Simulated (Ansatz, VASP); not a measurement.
# Te: VASP beside Ansatz, part 3 of 3

Aim: how closely do two programs agree when they are given the same cell, functional and k mesh?  Valence electrons are named where the data sets of a main pair hold unlike numbers.

VASP 6.6.1 and Ansatz 0.2.0.

So far. Step 2 (VASP: band structure, LDA): The run ends at a pressure of -1.29 GPa, with forces up to 0.23 eV/Å. Step 10 (VASP: band structure, r2SCAN, spin-orbit coupling): The run ends at a pressure of 1.73 GPa, with forces up to 0.12 eV/Å.

## 11. Ansatz: band structure, r2SCAN, spin-orbit coupling

Level of this step: Ansatz beside VASP: Kohn-Sham DFT, plane waves, r2SCAN, spin-orbit coupling (Ansatz).

The same cell, functional, mesh and smearing now go to Ansatz, which takes its cutoff from its data sets.

The cell is taken from a series of VASP runs on this material, whose earlier steps may have relaxed, scaled or displaced it; both programs get it as it stands.

The input, input.yaml:

```yaml
crystal:
  lattice:
    - [4.4572, 0.0, 0.0]
    - [-2.2286, 3.8600484297, 0.0]
    - [0.0, 0.0, 5.929]
  atoms:
    - { symbol: Te, position: [0.7367, 0.7367, 0.0] }
    - { symbol: Te, position: [0.0, 0.2633, 0.6666666667] }
    - { symbol: Te, position: [0.2633, 0.0, 0.3333333333] }
hamiltonian:
  xc: r2scan
  pseudopotentials: { kind: paw_fr }
magnetization:
  noncollinear: true
  spin_orbit: true
kpoints:
  mp_grid: { grid: [6, 6, 4] }
  band_path:
    path:
      - [0.0, 0.0, 0.0]
      - [0.16667, 0.0, 0.0]
      - [0.33333, 0.0, 0.0]
      - [0.5, 0.0, 0.0]
      - [0.46296, 0.07407, 0.0]
      - [0.40741, 0.18519, 0.0]
      - [0.35185, 0.2963, 0.0]
      - [0.2963, 0.2963, 0.0]
      - [0.18519, 0.18519, 0.0]
      - [0.07407, 0.07407, 0.0]
      - [0.0, 0.0, 0.0]
      - [0.0, 0.0, 0.16667]
      - [0.0, 0.0, 0.33333]
      - [0.0, 0.0, 0.5]
      - [0.11111, 0.0, 0.5]
      - [0.33333, 0.0, 0.5]
      - [0.5, 0.0, 0.5]
      - [0.46296, 0.07407, 0.5]
      - [0.40741, 0.18519, 0.5]
      - [0.35185, 0.2963, 0.5]
      - [0.33333, 0.33333, 0.5]
      - [0.2963, 0.2963, 0.5]
      - [0.18519, 0.18519, 0.5]
      - [0.07407, 0.07407, 0.5]
      - [0.5, 0.0, 0.5]
      - [0.5, 0.0, 0.33333]
      - [0.5, 0.0, 0.16667]
      - [0.5, 0.0, 0.0]
      - [0.33333, 0.33333, 0.11111]
      - [0.33333, 0.33333, 0.27778]
      - [0.33333, 0.33333, 0.5]
    npoints: 1
scf:
  occupations: { method: gaussian, width: 0.03 }
  n_extra_bands: 14
output:
  forces: true
  stress: true
  eigenvalues: true
```

Run with:

```console
$ ansatz run input.yaml --threads 2 --pin off --max-ram 4608MiB --backend cpu --events-out ev --progress --plain --runs-dir out
```

Numbers of over 12 decimals in the logs are rounded to 6 here.

The program printed:

```text
[...]
non-collinear run that drives no moment, with spin-orbit: no starting moment large enough to seed its density (crystal.atoms[].spin), no starting occupations that ask for one, no magnetisation constraint and no magnetic field, so the semilocal B_xc is pinned to zero
Crystal: 3 atoms, lattice volume = 102.008 Å³
[...]
k-point 0: bands = [... 44 lower, 6.8795, 6.8795, 7.7570, 7.7570, 9.3986, 9.3986, 9.9756, 9.9756, ... 10 higher]
  k-point 1: bands = [... 44 lower, 7.0041, 7.2089, 7.6021, 7.7601, 9.1906, 9.2427, 9.5506, 9.7182, ... 10 higher]
  k-point 2: bands = [... 44 lower, 7.3086, 7.3086, 7.5845, 7.5845, 9.1492, 9.1492, 9.3584, 9.3584, ... 10 higher]
  k-point 23: bands = [... 44 lower, 8.4055, 8.4055, 8.6596, 8.7811, 8.9321, 8.9321, 10.0694, 10.1177, ... 10 higher]
[key lines of the parts left out:]
SCF converged after 7 iterations
Magnetization: |M| = 0.0000 μB,  M = (+0.0000, +0.0000, +0.0000) μB
Free energy (F): -20950.284446 eV
Fermi energy:    8.854687 eV
P = ⅓ Tr σ = 1.7162 GPa (17.162 kbar)
```

Elapsed: 2.1 min, on 2 threads of Arm Neoverse N1, shared host; peak memory 1 GiB.

## 12. Side by side

What differs besides the data sets and the points named for the pairs above, as far as they apply: spin-orbit coupling enters by fully relativistic files in Ansatz and inside the spheres in VASP; the data sets hold 48 valence electrons in Ansatz (on its fully relativistic PAW (standard-fr) files) and 18 in VASP. Total energies have different zeros and are not compared.

Compared:

```csv
quantity,Ansatz,VASP,difference
pressure (GPa),1.72,1.73,-0.02
gap over the path points (eV),0.151,0.122,+0.029
```

Forces (eV/Å; atoms numbered as in POSCAR):

| atom | Ansatz x, y, z | VASP x, y, z |
| --- | --- | --- |
| Te1 | -0.043, -0.075, 0.000 | -0.061, -0.106, 0.000 |
| Te2 | -0.043, 0.075, 0.000 | -0.061, 0.106, 0.000 |
| Te3 | 0.086, 0.000, 0.000 | 0.123, 0.000, 0.000 |

Levels at points of the path, from each program's valence-band top (eV; 8 filled, then empty):

| k (reciprocal lattice) | Ansatz | VASP |
| --- | --- | --- |
| 0.000 0.000 0.000 | -2.92 -2.92 -1.91 -1.91 -1.90 -1.90 -1.02 -1.02 0.62 0.62 1.19 1.19 1.75 1.75 | -2.93 -2.93 -1.92 -1.92 -1.91 -1.91 -1.02 -1.02 0.61 0.61 1.18 1.18 1.75 1.75 |
| 0.167 0.000 0.000 | -3.53 -3.30 -1.69 -1.51 -1.32 -1.23 -1.04 -0.93 0.73 0.81 0.96 1.04 1.52 1.61 | -3.54 -3.31 -1.69 -1.52 -1.31 -1.23 -1.05 -0.94 0.72 0.80 0.94 1.03 1.52 1.61 |
| 0.333 0.000 0.000 | -4.03 -3.82 -2.74 -2.66 -1.40 -1.26 -1.17 -1.04 0.86 0.96 1.09 1.13 2.81 2.83 | -4.04 -3.83 -2.74 -2.67 -1.40 -1.26 -1.18 -1.04 0.85 0.95 1.08 1.12 2.81 2.83 |
| 0.500 0.000 0.000 | -3.98 -3.98 -3.76 -3.76 -1.42 -1.42 -1.13 -1.13 0.92 0.92 1.03 1.03 3.17 3.17 | -3.98 -3.98 -3.77 -3.77 -1.42 -1.42 -1.13 -1.13 0.91 0.91 1.03 1.03 3.14 3.14 |
| 0.463 0.074 0.000 | -3.95 -3.94 -3.75 -3.73 -1.64 -1.61 -1.42 -1.40 1.11 1.14 1.35 1.35 3.34 3.34 | -3.95 -3.94 -3.75 -3.73 -1.65 -1.62 -1.42 -1.40 1.10 1.13 1.34 1.34 3.32 3.32 |
| 0.407 0.185 0.000 | -3.79 -3.76 -3.62 -3.56 -2.43 -2.35 -2.23 -2.21 1.91 1.93 2.31 2.32 3.52 3.53 | -3.80 -3.76 -3.63 -3.57 -2.43 -2.35 -2.24 -2.22 1.90 1.92 2.30 2.31 3.53 3.53 |
| 0.352 0.296 0.000 | -3.57 -3.52 -3.44 -3.31 -3.16 -3.05 -2.80 -2.80 2.68 2.71 2.94 2.96 3.23 3.24 | -3.58 -3.52 -3.44 -3.31 -3.16 -3.05 -2.81 -2.81 2.67 2.71 2.94 2.95 3.24 3.25 |
| 0.296 0.296 0.000 | -3.68 -3.49 -3.34 -3.29 -3.01 -2.98 -2.72 -2.71 2.56 2.58 2.93 2.93 3.14 3.15 | -3.69 -3.50 -3.35 -3.29 -3.01 -2.99 -2.73 -2.72 2.55 2.58 2.92 2.92 3.15 3.15 |
| 0.185 0.185 0.000 | -3.51 -3.35 -2.38 -2.23 -2.10 -2.03 -1.67 -1.62 1.65 1.69 1.85 1.87 2.12 2.12 | -3.51 -3.36 -2.38 -2.24 -2.10 -2.03 -1.68 -1.63 1.64 1.68 1.84 1.86 2.12 2.12 |
| 0.074 0.074 0.000 | -3.26 -3.06 -1.89 -1.72 -1.28 -1.24 -0.91 -0.89 0.61 0.63 1.01 1.02 1.58 1.66 | -3.26 -3.07 -1.90 -1.73 -1.28 -1.24 -0.91 -0.90 0.60 0.62 0.99 1.00 1.57 1.65 |

The forces differ by 21 meV/Å r.m.s., which is 29.9 % of the r.m.s. force of 0.071 eV/Å (both taken over all components). Among the levels compared at these points, filled levels agree within 18 meV and empty ones within 29 meV. Ansatz's pressure holds a Pulay correction of 0.02 GPa; VASP's holds none.

## 13. What the set-up changes

Further runs change the set-up of one program: Ansatz's method, potentials or start, or VASP's data sets, cutoff or form of LDA. The table gives Ansatz less VASP for each quantity, since a change that brings one quantity closer may part another.

```csv
run,r.m.s. force difference (meV/Å),pressure (GPa),gap over the path points (eV)
as above,21,-0.017,0.029
cores kept as stored,21,-0.014,0.029
Ansatz's larger PAW set (cutoff 430 eV),23,-0.012,0.031
norm-conserving potentials (cutoff 1230 eV),14,-0.012,0.012
```

## 14. Summary of results

| Quantity | Value |
| --- | --- |
| r.m.s. force difference (band structure, LDA) | 19 meV/Å |
| r.m.s. force difference (band structure, r2SCAN) | 18 meV/Å |
| r.m.s. force difference (band structure, r2SCAN, spin-orbit coupling) | 21 meV/Å |

The r.m.s. force difference is 21 meV/Å (band structure, r2SCAN, spin-orbit coupling), beyond the 12 meV/Å picked in this series as the mark of a large difference. The data sets hold unlike numbers of valence electrons (48 in Ansatz and 18 in VASP), so part of the differences comes from the potentials. Band structure, LDA, norm-conserving potentials (cutoff 1120 eV): the difference in pressure goes from -0.12 to -0.17 GPa; the difference in gap over the path points goes from 0.023 to 0.014 eV. Band structure, r2SCAN, cores kept as stored: the difference in pressure goes from -0.0085 to -0.0062 GPa. Band structure, r2SCAN, Ansatz's all-electron LAPW method: the difference in pressure goes from -0.0085 to -0.0041 GPa. Band structure, r2SCAN, Ansatz's larger PAW set (cutoff 430 eV): the difference in pressure goes from -0.0085 to -0.0041 GPa. Band structure, r2SCAN, spin-orbit coupling, Ansatz's larger PAW set (cutoff 430 eV): the difference in pressure goes from -0.017 to -0.012 GPa. 5 further runs of this series are not shown here. Such differences can come from data sets, numerical settings and the points named under the comparisons, not from the functional's error against experiment.

[Lines on the potential files, build, host, timing and source positions are cut from VASP's logs without a mark.]

[Logs are printed without paths, hosts, clocks, repeated set-up lines and the standing remarks that a program may print on its own settings, such as how far it seeks lower states.]

[Hosts, paths, dates, database ids (printed as entryN), source tags and the programs' standing remarks are cut or masked in the printed files.]
